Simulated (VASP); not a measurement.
All values below come from rev-vdW-DF2, VASP's PBE PAW potentials (set 64) (plane waves; VASP).

A VASP calculation is set up with these files.

INCAR:
```
SYSTEM  =  Pt
PREC  =  Accurate; ENCUT  =  520; LREAL  =  .FALSE.
LASPH  =  .TRUE.
EDIFF  =  1E-6; NELM  =  100; ALGO  =  Normal
LMAXMIX  =  6
ISMEAR  =  1; SIGMA  =  0.1
GGA  =  MK; LUSE_VDW  =  .TRUE.; AGGAC  =  0.0
PARAM1  =  0.1234568; PARAM2  =  0.7114; ZAB_VDW  =  -1.8867
IBRION  =  2; NSW  =  60; ISIF  =  3
EDIFFG  =  -0.01
LWAVE  =  .FALSE.; LCHARG  =  .FALSE.
```

KPOINTS:
```
Automatic mesh
0
Gamma
14 14 14
0 0 0
```

File POSCAR:
```
Pt
1
    0.0000000000     1.9600000000     1.9600000000
    1.9600000000     0.0000000000     1.9600000000
    1.9600000000     1.9600000000     0.0000000000
Pt
1
Direct
  0.0000000000   0.0000000000   0.0000000000
```

POTCAR, in this order: Pt (PBE.64 set). Program: vasp_std.

The run wrote:

OSZICAR:
```
       N       E                     dE             d eps       ncg     rms          rms(c)
DAV:   1     0.390876721663E+02    0.39088E+02   -0.55173E+03  1984   0.103E+03
DAV:   2    -0.400235123880E+01   -0.43090E+02   -0.40775E+02  1966   0.187E+02
DAV:   3    -0.443580389320E+01   -0.43345E+00   -0.42274E+00  2217   0.188E+01
DAV:   4    -0.443726613521E+01   -0.14622E-02   -0.14620E-02  2157   0.116E+00
DAV:   5    -0.443727509579E+01   -0.89606E-05   -0.89604E-05  2100   0.820E-02    0.130E+01
DAV:   6    -0.409298539986E+01    0.34429E+00   -0.89837E-01  1912   0.862E+00    0.678E+00
DAV:   7    -0.405240926498E+01    0.40576E-01   -0.15229E-01  2009   0.344E+00    0.251E+00
DAV:   8    -0.404859776884E+01    0.38115E-02   -0.48365E-03  2031   0.710E-01    0.455E-01
DAV:   9    -0.404848226230E+01    0.11551E-03   -0.42908E-05  1982   0.716E-02    0.128E-02
DAV:  10    -0.404848708422E+01   -0.48219E-05   -0.21837E-06  2143   0.156E-02    0.156E-03
DAV:  11    -0.404848710524E+01   -0.21026E-07   -0.33988E-08   985   0.193E-03
   1 F= -.40484871E+01 E0= -.40485974E+01  d E =-.404849E+01
       N       E                     dE             d eps       ncg     rms          rms(c)
DAV:   1    -0.462927004073E+01   -0.58078E+00   -0.14276E+01  1897   0.399E+01    0.483E+00
DAV:   2    -0.403304082473E+01    0.59623E+00   -0.20464E+00  1876   0.122E+01    0.258E+00
DAV:   3    -0.400825276300E+01    0.24788E-01   -0.12715E-01  1955   0.287E+00    0.160E+00
DAV:   4    -0.400984116826E+01   -0.15884E-02   -0.40394E-03  2056   0.451E-01    0.342E-01
DAV:   5    -0.401009884024E+01   -0.25767E-03   -0.26662E-04  2419   0.930E-02    0.365E-02
DAV:   6    -0.401012357512E+01   -0.24735E-04   -0.98049E-06  2118   0.200E-02    0.210E-03
DAV:   7    -0.401012354677E+01    0.28350E-07   -0.90928E-08  1024   0.319E-03
   2 F= -.40101235E+01 E0= -.40102507E+01  d E =0.383636E-01
       N       E                     dE             d eps       ncg     rms          rms(c)
DAV:   1    -0.438117867730E+01   -0.37106E+00   -0.75578E+00  1907   0.291E+01    0.415E+00
DAV:   2    -0.407059019197E+01    0.31059E+00   -0.94182E-01  1881   0.858E+00    0.116E+00
DAV:   3    -0.405354684502E+01    0.17043E-01   -0.89876E-02  1939   0.247E+00    0.629E-01
DAV:   4    -0.405467049293E+01   -0.11236E-02   -0.32880E-03  2118   0.430E-01    0.168E-02
DAV:   5    -0.405468834224E+01   -0.17849E-04   -0.24837E-05  2077   0.487E-02    0.110E-02
DAV:   6    -0.405470011936E+01   -0.11777E-04   -0.53470E-06  2125   0.165E-02    0.141E-03
DAV:   7    -0.405470034717E+01   -0.22781E-06   -0.82455E-08  1096   0.285E-03
   3 F= -.40547003E+01 E0= -.40548185E+01  d E =-.621324E-02
       N       E                     dE             d eps       ncg     rms          rms(c)
DAV:   1    -0.405472320407E+01   -0.23085E-04   -0.45842E-04  1908   0.228E-01    0.299E-02
DAV:   2    -0.405470485946E+01    0.18345E-04   -0.56655E-05  1884   0.665E-02    0.116E-02
DAV:   3    -0.405470393428E+01    0.92518E-06   -0.54257E-06  1596   0.192E-02
   4 F= -.40547039E+01 E0= -.40548220E+01  d E =-.621683E-02
```

**OUTCAR**
```
------------------------ aborting loop because EDIFF is reached ----------------------------------------
  FORCE on cell =-STRESS in cart. coord.  units (eV):
  Direction    XX          YY          ZZ          XY          YZ          ZX
  --------------------------------------------------------------------------------------
  Total       -0.0010433     -0.0010433     -0.0010433      0.0000000     -0.0000000      0.0000000
  in kB       -0.1086089     -0.1086089     -0.1086089      0.0000000     -0.0000000      0.0000000
  external PRESSURE =      -0.1086089 kB  Pullay stress =       0.0000000 kB
  volume of cell :       15.39
      direct lattice vectors                 reciprocal lattice vectors
     0.000000000  1.974295770  1.974295770    -0.253254861  0.253254861  0.253254861
     1.974295770 -0.000000000  1.974295770     0.253254861 -0.253254861  0.253254861
     1.974295770  1.974295770 -0.000000000     0.253254861  0.253254861 -0.253254861
 POSITION                                       TOTAL-FORCE (eV/Angst)
 -----------------------------------------------------------------------------------
      0.00000      0.00000      0.00000         0.000000      0.000000      0.000000
 -----------------------------------------------------------------------------------
    total drift:                               -0.000000      0.000000     -0.000000
  FREE ENERGIE OF THE ION-ELECTRON SYSTEM (eV)
  ---------------------------------------------------
  free  energy   TOTEN  =        -4.0547039343 eV

  energy  without entropy=       -4.0550580153  energy(sigma->0) =       -4.05482196

 reached required accuracy - stopping structural energy minimisation
```
(Selected blocks of OUTCAR.)

File CONTCAR:
```
Pt
   1.00000000000000
     0.0000000000000000    1.9742957699280357    1.9742957699280357
     1.9742957699280357   -0.0000000000000000    1.9742957699280357
     1.9742957699280357    1.9742957699280357   -0.0000000000000000
  Pt
     1
Direct
     0.0000000000000000    0.0000000000000000    0.0000000000000000
```

Energy and stress use the plane-wave basis of the starting cell.

The compound is Pt in the fcc structure. This run relaxes it. Symmetry was kept, so distortions that lower it aren't found.
